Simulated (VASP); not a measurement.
Given:

```xyz
4
Lattice="1.2160 -2.1063 0.0000 1.2160 2.1063 0.0000 0.0000 0.0000 6.5813" Properties=species:S:1:pos:R:3 pbc="T T T"
C      0.0000     0.0000     1.6453
C      0.0000     0.0000     4.9360
C      1.2160     0.7021     1.6453
C      1.2160    -0.7021     4.9360
```

All values below come from r2SCAN+rVV10, VASP's PBE PAW potentials (set 64) (plane waves; VASP). Numerical set-up: 520 eV cut-off, 10×10×4 Γ-centred mesh, Gaussian smearing of 0.050 eV, potentials C.

Q: The ions and cell shape at fixed volume are relaxed. Give the cell that the relaxation ends in.

A: 
```xyz
4
Lattice="1.2270 -2.1252 0.0000 1.2270 2.1252 0.0000 0.0000 0.0000 6.4647" Properties=species:S:1:pos:R:3 pbc="T T T"
C      0.0000     0.0000     1.6162
C      0.0000     0.0000     4.8485
C      1.2270     0.7084     1.6162
C      1.2270    -0.7084     4.8485
```
Space group P6_3/mmc (194), at a tolerance of 0.03 Å.

Q: How much energy does the relaxation gain?

A: The energy (σ→0) changes by -6.3 meV/atom, in 3 ionic steps.

```csv
step,E(σ→0) (eV),max force (eV/Å),pressure (GPa),volume (Å³)
1,-39.4054,0.000,9.54,33.71
2,-39.4286,0.000,-0.45,33.71
3,-39.4305,0.000,1.66,33.71
```

The compound is C in the graphite structure. This cell is one point of a volume scan, at 0.97 of the reference volume. Symmetry was kept, so distortions that lower it aren't found.
